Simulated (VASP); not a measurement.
Computed with HSE06 screened hybrid, VASP's PBE PAW potentials (set 64) (plane waves; VASP).

Input for VASP

File POSCAR:
```
Al36CN35
1
    4.6932676572    -8.1289780182     0.0000000000
    4.6932676572     8.1289780182     0.0000000000
    0.0000000000     0.0000000000    10.0192026154
Al N C
36 35 1
Direct
  0.2235457886   0.1114952456   0.2505748152
  0.1107191315   0.2219047265   0.0006765637
  0.2215033799   0.1103034778   0.7502665257
  0.1121901882   0.2226496158   0.4990325330
  0.2236254981   0.4450521205   0.2505660681
  0.1111392101   0.5552353926   0.0006306248
  0.2216129902   0.4441009504   0.7503264016
  0.1111355611   0.5554746820   0.5001285449
  0.2222138756   0.7776044039   0.2502141360
  0.1109280632   0.8888983234   0.0005908727
  0.2221246279   0.7774985534   0.7502331148
  0.1108384339   0.8885450440   0.5001278285
  0.5544672959   0.1113089858   0.2505537747
  0.4446561361   0.2224635266   0.9976452146
  0.5551511432   0.1100896091   0.7503650022
  0.4441885271   0.2219304873   0.5007437214
  0.5555649897   0.4440653155   0.2523745826
  0.4447135797   0.5548303865   0.9977126445
  0.5554930778   0.4440139744   0.7431416846
  0.4443567183   0.5549310623   0.5007238915
  0.5544628440   0.7758167741   0.2505251513
  0.4446688296   0.8886243921   0.0005664674
  0.5551913855   0.7777325735   0.7503450482
  0.4440497095   0.8883471948   0.5001000064
  0.8884938521   0.1109102833   0.2511646740
  0.7777319000   0.2221541991   0.0006689900
  0.8883719706   0.1107854569   0.7492334061
  0.7767702753   0.2227498705   0.4991166788
  0.8884380136   0.4454186435   0.2505669615
  0.7772490779   0.5551862337   0.9976570471
  0.8894974870   0.4444742375   0.7503203977
  0.7774522630   0.5552409304   0.5007381319
  0.8882323711   0.7762183712   0.2505097031
  0.7776734997   0.8888250177   0.0006918405
  0.8893457852   0.7780868196   0.7502795198
  0.7767731264   0.8872801755   0.4990229328
  0.2198027927   0.1078695150   0.4416527629
  0.1107161890   0.2218458757   0.1920120647
  0.2208327302   0.1105066643   0.9413960103
  0.1106776903   0.2218343284   0.6912145783
  0.2199600405   0.4449931030   0.4416188482
  0.1111921602   0.5554830432   0.1913733462
  0.2209499980   0.4434354189   0.9414642104
  0.1113112356   0.5555911902   0.6919133333
  0.2219327769   0.7775450451   0.4416698909
  0.1110800143   0.8886730924   0.1914109435
  0.2222278227   0.7776565113   0.9416743772
  0.1111505289   0.8884810531   0.6919303991
  0.5543703467   0.1077169970   0.4415963923
  0.4435987237   0.2203874761   0.1873956868
  0.5562345691   0.1102316436   0.9414441118
  0.4421634595   0.2177638899   0.6946119828
  0.4436502321   0.5557940197   0.1874698329
  0.5555851243   0.4440845483   0.9375316451
  0.4423188997   0.5570307090   0.6945634483
  0.5544312009   0.7793800766   0.4415975560
  0.4443387841   0.8885106378   0.1912924557
  0.5561889146   0.7785578292   0.9414336708
  0.4439937044   0.8883165988   0.6919427922
  0.8885636043   0.1108974645   0.4420321471
  0.7776392503   0.2222836106   0.1919984720
  0.8885716822   0.1109166399   0.9413656211
  0.7774190518   0.2220975526   0.6912876459
  0.8917725696   0.4451579748   0.4416065504
  0.7792808463   0.5562462094   0.1874118946
  0.8895373682   0.4436634505   0.9414377109
  0.7817395005   0.5573863100   0.6945626611
  0.8915326713   0.7796349024   0.4415666612
  0.7776102244   0.8887195105   0.1919740430
  0.8892962436   0.7789974637   0.9413942846
  0.7774321934   0.8885197386   0.6912020990
  0.5554092489   0.4439548490   0.4443093679
```

### INCAR
```
! general
SYSTEM   = Al36CN35
PREC     = Normal
ENCUT    = 400
LREAL    = Auto
LASPH    = .TRUE.
ISYM     = 0
NELECT   = 288.0

! electronic loop
EDIFF    = 1E-5
NELM     = 50
NELMIN   = 4
ALGO     = Normal

! smearing
ISMEAR   = 0
SIGMA    = 0.05

! functional
GGA      = PE
LHFCALC  = .TRUE.
AEXX     = 0.25
HFSCREEN = 0.2
PRECFOCK = Fast

! ions
ISIF     = 0

! output
LWAVE    = .FALSE.
LCHARG   = .FALSE.
```

KPOINTS:
```
Automatic
0
G
1 1 1
0 0 0
```

POTCAR, in this order: Al N C (PBE.64 set). Program: vasp_gam. Read from the step before: WAVECAR.

Output

**OUTCAR**
```
 ion  position               nearest neighbor table
   1  0.224  0.111  0.251-  50 1.90  46 1.91  38 1.91  37 1.91   4 3.08  16 3.08  12 3.09  10 3.09
                             2 3.09  14 3.11  13 3.11  17 3.12   9 3.13   5 3.13  25 3.14  33 3.15
   2  0.111  0.222  0.001-  43 1.90  39 1.90  62 1.90  38 1.92   7 3.09   5 3.09  25 3.09   1 3.09
                             3 3.09  27 3.10  34 3.13  10 3.13  26 3.13   6 3.13  18 3.13  14 3.13
   3  0.222  0.110  0.750-  52 1.88  48 1.90  40 1.90  39 1.91  14 3.07  16 3.09  10 3.09  12 3.09
                             2 3.09   4 3.10  35 3.12  11 3.13  27 3.13   7 3.13  15 3.13  19 3.13
   4  0.112  0.223  0.499-  41 1.90  37 1.90  60 1.91  40 1.93   5 3.08   1 3.08  25 3.08   7 3.10
                             3 3.10  27 3.10  20 3.12  16 3.12   8 3.13  12 3.13  36 3.15  28 3.15
   5  0.224  0.445  0.251-  53 1.90  42 1.91  38 1.91  41 1.91   4 3.08  20 3.08   8 3.09   6 3.09
                             2 3.09  21 3.11  18 3.11  17 3.12   9 3.13   1 3.13  25 3.14  29 3.15
   6  0.111  0.555  0.001-  43 1.90  66 1.90  47 1.90  42 1.91   9 3.09   7 3.09  31 3.09   5 3.09
                            29 3.09  11 3.09   2 3.13  26 3.13  22 3.13  10 3.13  18 3.13  30 3.13
   7  0.222  0.444  0.750-  55 1.88  44 1.90  40 1.90  43 1.92  18 3.07  20 3.09   6 3.09   8 3.09
                             2 3.09   4 3.10  31 3.12  11 3.13  27 3.13  23 3.13   3 3.13  19 3.14
   8  0.111  0.555  0.500-  41 1.88  64 1.88  45 1.90  44 1.92  29 3.09  31 3.09   9 3.09   5 3.09
                             7 3.09  11 3.09  24 3.12  12 3.13   4 3.13  20 3.13  28 3.13  32 3.13
   9  0.222  0.778  0.250-  42 1.90  57 1.90  46 1.90  45 1.92  24 3.09   6 3.09  22 3.09  10 3.09
                             8 3.09  12 3.09  13 3.13  29 3.13  21 3.13   1 3.13   5 3.13  33 3.13
  10  0.111  0.889  0.001-  39 1.90  70 1.90  47 1.90  46 1.91   9 3.09   3 3.09  35 3.09  33 3.09
                             1 3.09  11 3.09   2 3.13  34 3.13  14 3.13  30 3.13   6 3.13  22 3.13
  11  0.222  0.777  0.750-  59 1.90  44 1.90  48 1.90  47 1.92  24 3.09   8 3.09  12 3.09   6 3.09
                            22 3.09  10 3.09  15 3.12  31 3.12  23 3.13  35 3.13   3 3.13   7 3.13
  12  0.111  0.889  0.500-  37 1.88  68 1.88  45 1.90  48 1.92  35 3.09  33 3.09   3 3.09   9 3.09
                             1 3.09  11 3.09   8 3.13  24 3.13  32 3.13  16 3.13   4 3.13  36 3.13
...
```

OSZICAR:
```
       N       E                     dE             d eps       ncg     rms          rms(c)
DAV:   1    -0.615027045870E+03   -0.61503E+03   -0.17976E+01   434   0.857E+00    0.501E+01
DAV:   2    -0.615144943256E+03   -0.11790E+00   -0.34433E-01   431   0.139E+00    0.345E+01
DAV:   3    -0.615126777575E+03    0.18166E-01   -0.76884E-03   412   0.235E-01    0.212E+01
DAV:   4    -0.615119292455E+03    0.74851E-02   -0.28230E-03   404   0.116E-01    0.126E+01
DAV:   5    -0.615116926469E+03    0.23660E-02   -0.81760E-04   399   0.622E-02    0.735E+00
DAV:   6    -0.615116131065E+03    0.79540E-03   -0.20931E-04   399   0.377E-02    0.425E+00
DAV:   7    -0.615115868461E+03    0.26260E-03   -0.77952E-05   399   0.242E-02    0.245E+00
DAV:   8    -0.615115787248E+03    0.81213E-04   -0.21418E-05   255   0.139E-02    0.143E+00
DAV:   9    -0.615115762810E+03    0.24438E-04   -0.14449E-05   220   0.115E-02    0.820E-01
DAV:  10    -0.615115758175E+03    0.46354E-05   -0.55300E-06   207   0.647E-03
   1 F= -.61511576E+03 E0= -.61511576E+03  d E =-.246813E-12
```

**OUTCAR**
```
------------------------ aborting loop because EDIFF is reached ----------------------------------------
  volume of cell :      764.49
      direct lattice vectors                 reciprocal lattice vectors
     4.693267657 -8.128978018  0.000000000     0.106535582 -0.061508347  0.000000000
     4.693267657  8.128978018  0.000000000     0.106535582  0.061508347  0.000000000
     0.000000000  0.000000000 10.019202615     0.000000000  0.000000000  0.099808342
  FREE ENERGIE OF THE ION-ELECTRON SYSTEM (eV)
  ---------------------------------------------------
  free  energy   TOTEN  =      -615.1157581751 eV

  energy  without entropy=     -615.1157581751  energy(sigma->0) =     -615.11575818

  exchange ACFDT corr.  =         0.00000000  see jH, gK, PRB 81, 115126
```
(Selected blocks of OUTCAR.)

The cell is charged, with a uniform compensating background. The supercell is sampled at Γ alone, which is coarse: total energies, pressure and levels can be off, energies of defects by several tenths of an eV.

The cell is a supercell with a defect, built from AlN (wurtzite): C_N, charge -1. The cell's shape comes from a PBE relaxation. The run is not spin-polarised, so no state with unpaired spins was tried.
